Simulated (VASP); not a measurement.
Here is the system:

```xyz
2
Lattice="0.0000 2.8245 2.8245 2.8245 0.0000 2.8245 2.8245 2.8245 0.0000" Properties=species:S:1:pos:R:3 pbc="T T T"
Ag     0.0000     0.0000     0.0000
Br     2.8245     2.8245     2.8245
```

The numbers are results of PBE GGA, VASP's PBE PAW potentials (set 64) (plane waves; VASP), not measurements. Settings: 500 eV cut-off, 8×8×8 Γ-centred mesh, Gaussian smearing of 0.050 eV, potentials Ag Br.

**Question.** Estimate the energy per atom (σ→0), pressure, band gap (on the k-mesh) with the smallest direct gap where there is one.

**Answer.** 
```yaml
band gap (on the k-mesh): 0.67 eV
smallest direct gap (on the k-mesh): 2.78 eV
energy per atom (σ→0): -2.467 eV/atom
pressure: 5.04 GPa
```

The absolute energy has meaning only against runs of the same code, potentials and settings.

The compound is AgBr in the rock salt structure. It was relaxed first under an external pressure of 5 GPa.
